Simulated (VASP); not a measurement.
Data:

```yaml
crystal:
  lattice:
    - [1.92249, -3.32985, 0.00000]
    - [1.92249, 3.32985, 0.00000]
    - [0.00000, 0.00000, 6.29915]
  atoms:
    - { symbol: Zn, position: [0.66667, 0.33333, 0.50012] }
    - { symbol: Zn, position: [0.33333, 0.66667, 0.00012] }
    - { symbol: S, position: [0.66667, 0.33333, 0.87488] }
    - { symbol: S, position: [0.33333, 0.66667, 0.37488] }
```

Level of theory: PBE GGA, VASP's PBE PAW potentials (set 64) (plane waves; VASP). Run with 530 eV cut-off, 6×6×3 Γ-centred mesh, Gaussian smearing of 0.050 eV, potentials Zn S.

Question: Give the elastic stiffness tensor with the ions relaxed (GPa, in the frame of the cell).

Answer: 
```tsv
	xx	yy	zz	yz	xz	xy
xx	116	51.8	39.0	0.0	0.0	0.0
yy	51.8	116	39.0	0.0	0.0	0.0
zz	39.0	39.0	137	0.0	0.0	0.0
yz	0.0	0.0	0.0	27.5	0.0	0.0
xz	0.0	0.0	0.0	0.0	27.5	0.0
xy	0.0	0.0	0.0	0.0	0.0	32.0
```

Question: What does the run give for the Hill bulk modulus, Hill shear modulus, Young's modulus, Poisson's ratio?

Answer: 
```json
{
 "hill_bulk_modulus": "69.8 GPa",
 "hill_shear_modulus": "32.7 GPa",
 "Young's modulus": "84.8 GPa",
 "Poisson's ratio": "0.298"
}
```

Measured: C11 131 GPa (computed value off by -11.7 %), C12 66.3 GPa (computed value off by -21.8 %), C13 50.9 GPa (computed value off by -23.3 %), C33 141 GPa (computed value off by -2.8 %), C44 28.6 GPa (computed value off by -3.7 %), as given by Michael Grünwald et al., The Journal of Chemical Physics (2012), arXiv:1201.2992. The calculation is for a static lattice, while the measured C11, C12, C13, C33, C44 hold thermal and zero-point effects, which are part of the difference.

The compound is ZnS in the wurtzite structure, the high-temperature form. It was relaxed first.
